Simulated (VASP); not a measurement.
Data:

```yaml
crystal:
  lattice:
    - [3.27704, 0.00000, 0.00000]
    - [0.00000, 3.27704, 0.00000]
    - [0.00000, 0.00000, 24.25086]
  atoms:
    - { symbol: Hf, position: [0.00000, 0.50000, 0.36024] }
    - { symbol: Hf, position: [0.50000, 0.00000, 0.45296] }
    - { symbol: Hf, position: [0.00000, 0.50000, 0.54704] }
    - { symbol: Hf, position: [0.50000, 0.00000, 0.63976] }
    - { symbol: C, position: [0.00000, 0.50000, 0.45195] }
    - { symbol: C, position: [0.50000, 0.00000, 0.35686] }
    - { symbol: C, position: [0.00000, 0.50000, 0.64314] }
    - { symbol: C, position: [0.50000, 0.00000, 0.54805] }
```

These are r2SCAN meta-GGA, VASP's PBE PAW potentials (set 64) (plane waves; VASP) values and carry that method's errors. Numerical set-up: PREC = Normal, 450 eV cut-off, 8×8×1 Γ-centred mesh, first-order Methfessel-Paxton smearing of 0.10 eV, potentials Hf_pv C.

Unless said otherwise, spin-orbit coupling is left out, though it shifts the bands of the heavy elements here.

**Question.** What does the run give for the energy per atom (σ→0), band gap (on the k-mesh) with the smallest direct gap where there is one?

**Answer.** 
* **band gap (on the k-mesh)**: none (metal, semimetal or under 0.01 eV)
* **energy per atom (σ→0)**: -28.352 eV/atom

The absolute energy has meaning only against runs of the same code, potentials and settings.

The cell is a thin slab with vacuum, built from HfC (rock salt): (100) face.
